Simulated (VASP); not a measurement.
Given:

```
CELL_PARAMETERS angstrom
      4.86161     0.00000     0.00000
      0.00000     4.86161     0.00000
      0.00000     0.00000     3.30031
ATOMIC_POSITIONS crystal
  Mn 0.00000 0.00000 0.00000
  Mn 0.50000 0.50000 0.50000
  F  0.30411 0.30411 0.00000
  F  0.80411 0.19589 0.50000
  F  0.19589 0.80411 0.50000
  F  0.69589 0.69589 0.00000
```
Starting moments (μB, in the order of the record's atoms Mn Mn F F F F): 4.6 -4.6 0.0 0.0 0.0 0.0.

Level of theory: r2SCAN meta-GGA, VASP's PBE PAW potentials (set 64) (plane waves; VASP). Settings: 520 eV cut-off, 5×5×8 Γ-centred mesh, tetrahedra with Blöchl corrections, potentials Mn_pv F.

Estimate the cell moment, energy per atom (σ→0), band gap (over mesh and band path) with the smallest direct gap where there is one.

```json
{
  "band gap (over mesh and band path)": "3.01 eV",
  "smallest direct gap (over mesh and band path)": "3.06 eV",
  "cell_moment": "0.00 μB",
  "energy per atom (σ→0)": "-9.906 eV/atom"
}
```

Give the moment on each site (PAW-sphere projection).

| site | moment (μB) |
|---|---|
| Mn1 | 4.60 |
| Mn2 | -4.60 |
| F3 | -0.03 |
| F4 | 0.03 |
| F5 | 0.03 |
| F6 | -0.03 |

The absolute energy has meaning only against runs of the same code, potentials and settings.

The compound is MnF2 in the rutile structure. It was relaxed first.
